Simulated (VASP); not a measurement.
Calculation: rev-vdW-DF2, VASP's PBE PAW potentials (set 64) (plane waves; VASP 6.6.1).

The input files of a VASP run:

### INCAR
```
SYSTEM = Rb
PREC = Accurate
ENCUT = 520
EDIFF = 1E-7
NELM = 100
ALGO = Normal
LREAL = .FALSE.
LASPH = .TRUE.
ISMEAR = -5
GGA = MK
PARAM1 = 0.1234568
PARAM2 = 0.7114
ZAB_VDW = -1.8867
LUSE_VDW = .TRUE.
AGGAC = 0.0
LMAXMIX = 4
LWAVE = .FALSE.
LCHARG = .TRUE.
LORBIT = 11
NEDOS = 601
ISIF = 2
```

POSCAR:
```
Rb
1
   -2.7825350389     2.7825350389     2.7825350389
    2.7825350389    -2.7825350389     2.7825350389
    2.7825350389     2.7825350389    -2.7825350389
Rb
1
Direct
  0.0000000000   0.0000000000   0.0000000000
```

File KPOINTS:
```
Automatic mesh
0
Gamma
10 10 10
0 0 0
```

POTCAR, in this order: Rb_sv (PBE.64 set). Program: vasp_std.

### Question
What will the output report for the number of irreducible k-points (NKPTS), largest plane-wave count, number of space-group operations, FFT grid (NGX, NGY, NGZ)?

### Answer

```
Item                                          Result
--------------------------------------  ------------
number of irreducible k-points (NKPTS)            47
largest plane-wave count                        2382
number of space-group operations                  48
FFT grid (NGX, NGY, NGZ)                36 × 36 × 36
```

The compound is Rb in the bcc structure. It was relaxed first.
